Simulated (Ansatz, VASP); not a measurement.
# PN in two plane-wave programs, part 2 of 2

Aim: how closely do two programs agree when they are given the same cell, functional and k mesh? The cell is generated by rule, not measured, and may not be a known phase. The cell is taken from a series of runs on this material, whose earlier steps may have relaxed, scaled, displaced or heated it; both programs get it as it stands.

VASP 6.6.1 and Ansatz 0.2.0.

So far: Set-up; Ansatz: zone-centre phonons, PBE.

**3. VASP: zone-centre phonons, PBE**

Level of this step: PBE; plane waves and PAW (P, N); invented cell (VASP).

The same cell, functional, mesh and smearing now go to VASP, with its own data sets.

Lines of VASP's logs that name or quote its potential files are left out, and so is its time.

File INCAR:

```
SYSTEM = PN
PREC = Accurate
ENCUT = 600
EDIFF = 1E-08
NELM = 120
ISMEAR = 0
SIGMA = 0.02
LREAL = .FALSE.
ALGO = Normal
GGA = PE
NBANDS = 11
LORBIT = 11
LWAVE = .FALSE.
LCHARG = .FALSE.
ISIF = 2
IBRION = 8
LASPH = .TRUE.
GGA_COMPAT = .FALSE.
KPAR = 2
```

File POSCAR:

```
PN
1.0
    1.5638241944      0.9028743196      2.5537142158
   -1.5638241944      0.9028743196      2.5537142158
    0.0000000000     -1.8057486392      2.5537142157
P N
1 1
Direct
    0.5000000000      0.5000000000      0.5000000000
    0.0000000000      0.0000000000      0.0000000000
```

File KPOINTS:

```
Automatic mesh
0
Gamma
16 16 16
0 0 0
```

Potentials, in the order of the species: P and N (PBE family, release 64).

Started as:

```bash
$ mpirun -np 2 vasp_std
```

Numbers of over 12 decimals in the logs are rounded to 6 here.

The program printed:

```text
[banner, memory and clock lines left out]
running    2 mpi-ranks, on    1 nodes
 distrk:  each k-point on    1 cores,    2 groups
 distr:  one band on    1 cores,    1 groups

 POSCAR found type information on POSCAR P N
 POSCAR found :  2 types and       2 ions
 LDA part: xc-table for (Slater+PW92), standard interpolation
 POSCAR, INCAR and KPOINTS ok, starting setup
 FFT: planning ... GRIDC
 FFT: planning ... GRID_SOFT
 FFT: planning ... GRID
 WAVECAR not read
 entering main loop
       N       E                     dE             d eps       ncg     rms          rms(c)
DAV:   1     0.201598442117E+02    0.20160E+02   -0.54926E+03  3190   0.943E+02
DAV:   2    -0.111562289509E+02   -0.31316E+02   -0.29281E+02  4250   0.155E+02
DAV:   3    -0.123553165863E+02   -0.11991E+01   -0.11942E+01  4003   0.269E+01
DAV:   4    -0.123604252329E+02   -0.51086E-02   -0.51069E-02  3671   0.189E+00
DAV:   5    -0.123604520798E+02   -0.26847E-04   -0.26845E-04  3874   0.138E-01    0.822E+00
DAV:   6    -0.115243973447E+02    0.83605E+00   -0.10604E+01  3868   0.163E+01    0.401E+00
DAV:   7    -0.114434119020E+02    0.80985E-01   -0.80211E-01  3609   0.551E+00    0.317E+00
DAV:   8    -0.114480111321E+02   -0.45992E-02   -0.70588E-02  3466   0.231E+00    0.861E-01
DAV:   9    -0.114442368808E+02    0.37743E-02   -0.19627E-02  3706   0.809E-01    0.893E-02
DAV:  10    -0.114442946299E+02   -0.57749E-04   -0.49069E-04  3460   0.184E-01    0.243E-02
DAV:  11    -0.114442902967E+02    0.43332E-05   -0.12706E-05  3778   0.249E-02    0.741E-03
DAV:  12    -0.114442901278E+02    0.16890E-06   -0.13914E-06  3512   0.102E-02    0.256E-03
DAV:  13    -0.114442902189E+02   -0.91123E-07   -0.16568E-07  3766   0.279E-03    0.534E-04
DAV:  14    -0.114442902765E+02   -0.57578E-07   -0.12794E-08  2104   0.876E-04    0.345E-04
DAV:  15    -0.114442902514E+02    0.25070E-07   -0.17765E-09  1934   0.525E-04    0.893E-05
DAV:  16    -0.114442902512E+02    0.25688E-09   -0.66706E-11  1829   0.762E-05
   1 F= -.11444290E+02 E0= -.11444257E+02  d E =-.661739E-04
 Linear response reoptimize wavefunctions to high precision
DAV:   1    -0.114442902500E+02    0.11453E-08   -0.28704E-11  1997   0.377E-05
DAV:   2    -0.114442902500E+02    0.79581E-11   -0.10670E-12  1787   0.184E-05
 Linear response DOF=           2
 Linear response progress:
  Degree of freedom:   1/  2
       N       E                     dE             d eps       ncg     rms          rms(c)
RMM:   1    -0.349563315340E-01   -0.34956E-01    0.11616E-03 33512   0.127E+00
RMM:   2    -0.347014608097E-01    0.25487E-03   -0.94692E-04 21433   0.251E-01    0.151E-01
RMM:   3    -0.340211988205E-01    0.68026E-03   -0.92303E-05 22440   0.597E-02    0.827E-02
RMM:   4    -0.336607272113E-01    0.36047E-03   -0.47389E-05 22491   0.427E-02    0.211E-02
RMM:   5    -0.336981414949E-01   -0.37414E-04   -0.21063E-06 22681   0.126E-02    0.135E-03
RMM:   6    -0.337052172507E-01   -0.70758E-05    0.26463E-08 23041   0.106E-03    0.534E-04
RMM:   7    -0.337077721508E-01   -0.25549E-05    0.60096E-08 22994   0.700E-04    0.202E-04
RMM:   8    -0.337076052714E-01    0.16688E-06    0.88523E-08 23975   0.920E-05    0.127E-04
RMM:   9    -0.337074556832E-01    0.14959E-06    0.39926E-08 23186   0.982E-05    0.101E-05
RMM:  10    -0.337075149799E-01   -0.59297E-07    0.66972E-08 23763   0.222E-05    0.270E-06
RMM:  11    -0.337075151067E-01   -0.12683E-09    0.60450E-08 21714   0.198E-05    0.292E-07
 first order change of Fermi-energy   0.11368E-03
 force on displaced ion       1 direction 1 :  11.538   0.000   0.000
 Linear response progress:
  Degree of freedom:   2/  2
       N       E                     dE             d eps       ncg     rms          rms(c)
RMM:   1    -0.219230265951E+00   -0.21923E+00    0.16212E-01 28150   0.326E+00
RMM:   2    -0.221617879126E+00   -0.23876E-02   -0.40082E-03 21588   0.550E-01    0.164E-01
RMM:   3    -0.222221872003E+00   -0.60399E-03   -0.89872E-05 22365   0.727E-02    0.985E-02
RMM:   4    -0.223302621833E+00   -0.10807E-02   -0.68339E-05 21785   0.612E-02    0.116E-02
RMM:   5    -0.223271531615E+00    0.31090E-04   -0.18601E-06 22704   0.121E-02    0.196E-03
RMM:   6    -0.223254961784E+00    0.16570E-04   -0.13847E-08 23492   0.109E-03    0.844E-04
RMM:   7    -0.223252563486E+00    0.23983E-05   -0.84953E-09 23282   0.662E-04    0.195E-04
RMM:   8    -0.223251978870E+00    0.58462E-06   -0.15937E-08 24220   0.163E-04    0.818E-05
RMM:   9    -0.223251046194E+00    0.93268E-06   -0.33021E-09 23700   0.107E-04    0.813E-06
RMM:  10    -0.223251119039E+00   -0.72846E-07    0.88400E-08 24701   0.321E-05    0.424E-06
RMM:  11    -0.223251129063E+00   -0.10024E-07    0.53576E-09 22457   0.295E-05    0.791E-07
RMM:  12    -0.223251122863E+00    0.61999E-08    0.12137E-08 17846   0.242E-05    0.187E-07
 first order change of Fermi-energy  -0.42158E-04
 force on displaced ion       2 direction 1 :  11.537  -0.000  -0.000
 Linear response finished
```

From OUTCAR (step 3):

```text
ion  position               nearest neighbor table
   1  0.500  0.500  0.500-   2 2.21   2 2.21   2 2.21   2 2.21   2 2.21   2 2.21
   2  0.000  0.000  0.000-   1 2.21   1 2.21   1 2.21   1 2.21   1 2.21   1 2.21

  LATTYP: Found a face centered cubic cell.
 ALAT       =     4.4231627698

 Subroutine GETGRP returns: Found 48 space group operations
 (whereof 48 operations were pure point group operations)

The static configuration has the point symmetry O_h .

 Found    145 irreducible k-points:

   k-points           NKPTS =    145   k-points in BZ     NKDIM =    145   number of bands    NBANDS=     11

   dimension x,y,z NGX =    28 NGY =   28 NGZ =   28
   dimension x,y,z NGXF=    56 NGYF=   56 NGZF=   56

   ENCUT  =  600.0 eV  44.10 Ry    6.64 a.u.   6.25  6.25  6.25*2*pi/ulx,y,z

   NELECT =      10.0000    total number of electrons

 k-points in reciprocal lattice and weights: Automatic mesh
   0.00000000  0.00000000  0.00000000       0.000
   0.06250000  0.00000000 -0.00000000       0.002
   0.12500000  0.00000000 -0.00000000       0.002
   0.18750000  0.00000000  0.00000000       0.002
   0.25000000  0.00000000 -0.00000000       0.002
   0.31250000  0.00000000  0.00000000       0.002
   0.37500000  0.00000000  0.00000000       0.002
   0.43750000  0.00000000 -0.00000000       0.002
   0.50000000  0.00000000 -0.00000000       0.001
[...]
-0.31250000  0.50000000  0.18750000       0.003
  -0.25000000  0.50000000  0.25000000       0.001

 average (electrostatic) potential at core
       1 -81.5138       2 -60.9319

  Total       -1.1376612     -1.1376612     -1.1376612      0.0000000     -0.0000000     -0.0000000
  in kB      -84.2528778    -84.2528778    -84.2528778      0.0000000     -0.0000000     -0.0000000
  external PRESSURE =     -84.2528778 kB  Pullay stress =       0.0000000 kB

  energy-cutoff  :      600.00
  volume of cell :       21.63
      direct lattice vectors                 reciprocal lattice vectors
     1.563824194  0.902874320  2.553714216     0.319729035  0.184595644  0.130528832
    -1.563824194  0.902874320  2.553714216    -0.319729035  0.184595644  0.130528832
     0.000000000 -1.805748639  2.553714216     0.000000000 -0.369191288  0.130528832

 POSITION                                       TOTAL-FORCE (eV/Angst)
 -----------------------------------------------------------------------------------
      0.00000      0.00000      3.83057         0.000000     -0.000000      0.000000
      0.00000      0.00000      0.00000        -0.000000      0.000000     -0.000000
 -----------------------------------------------------------------------------------
    total drift:                                0.000000      0.000000      0.000000

 Eigenvectors and eigenvalues of the dynamical matrix
 ----------------------------------------------------

   1 f  =    0.000439 THz     0.002760 2PiTHz    0.014655 cm-1     0.001817 meV
             X         Y         Z           dx          dy          dz
      0.000000  0.000000  3.830571     0.829767   -0.012507   -0.000514
      0.000000  0.000000  0.000000     0.557906   -0.008409   -0.000345

   2 f  =    0.000439 THz     0.002760 2PiTHz    0.014655 cm-1     0.001817 meV
             X         Y         Z           dx          dy          dz
      0.000000  0.000000  3.830571     0.011384    0.739803    0.375809
      0.000000  0.000000  0.000000     0.007654    0.497417    0.252681

   3 f  =    0.000439 THz     0.002760 2PiTHz    0.014655 cm-1     0.001817 meV
             X         Y         Z           dx          dy          dz
      0.000000  0.000000  3.830571    -0.005206   -0.375773    0.739890
      0.000000  0.000000  0.000000    -0.003500   -0.252657    0.497476

   4 f/i=   17.100267 THz   107.444146 2PiTHz  570.403506 cm-1    70.720990 meV
             X         Y         Z           dx          dy          dz
      0.000000  0.000000  3.830571    -0.000000   -0.336454    0.445117
      0.000000  0.000000  0.000000     0.000000    0.500404   -0.662017

   5 f/i=   17.100267 THz   107.444146 2PiTHz  570.403506 cm-1    70.720990 meV
             X         Y         Z           dx          dy          dz
      0.000000  0.000000  3.830571    -0.557970    0.000000    0.000000
      0.000000  0.000000  0.000000     0.829861   -0.000000    0.000000

   6 f/i=   17.100267 THz   107.444146 2PiTHz  570.403506 cm-1    70.720990 meV
             X         Y         Z           dx          dy          dz
      0.000000  0.000000  3.830571     0.000000    0.445117    0.336454
      0.000000  0.000000  0.000000    -0.000000   -0.662017   -0.500404

 ELASTIC MODULI CONTR FROM IONIC RELAXATION (kBar)
 Direction    XX          YY          ZZ          XY          YZ          ZX
 --------------------------------------------------------------------------------
 XX           0.0000      0.0000      0.0000      0.0000      0.0000      0.0000
 YY           0.0000      0.0000      0.0000      0.0000      0.0000      0.0000
 ZZ           0.0000      0.0000      0.0000      0.0000      0.0000      0.0000
 XY           0.0000      0.0000      0.0000      0.0000      0.0000      0.0000
 YZ           0.0000      0.0000      0.0000      0.0000      0.0000      0.0000
 ZX           0.0000      0.0000      0.0000      0.0000      0.0000      0.0000
 --------------------------------------------------------------------------------
```

**4. Comparison**

Known differences besides the potentials themselves: VASP's run holds the zone centre alone; the cutoff is 420 eV in Ansatz and 600 eV in VASP. Total energies have different zeros and are not compared.

Both answers:

| quantity | Ansatz | VASP | difference |
| --- | --- | --- | --- |
| optical mode 1 to 3 (imaginary, printed as negative) (cm⁻¹) | -565.7 | -570.4 | +4.7 |

Modes are paired by rising frequency, not by their patterns, so a pair may set unlike modes beside each other; they are those without the splitting of longitudinal modes.

**5. Summary of results**

| Item | Value |
| --- | --- |
| r.m.s. difference of the optical zone-centre modes, each program's sorted by frequency (zone-centre phonons, PBE) | 4.7 cm⁻¹ |

**Reading.** The r.m.s. difference of the optical zone-centre modes, each program's sorted by frequency is 4.7 cm⁻¹ (zone-centre phonons, PBE). Such differences can come from data sets, numerical settings and the points named under the comparisons, not from the functional's error against experiment.

[Lines on the potential files, build, host, timing and source positions are cut from VASP's logs without a mark.]

[Logs are printed without paths, hosts, clocks, repeated set-up lines and the standing remarks that a program may print on its own settings, such as how far it seeks lower states.]

[Hosts, paths, dates, database ids (printed as entryN), source tags and the programs' standing remarks are cut or masked in the printed files.]
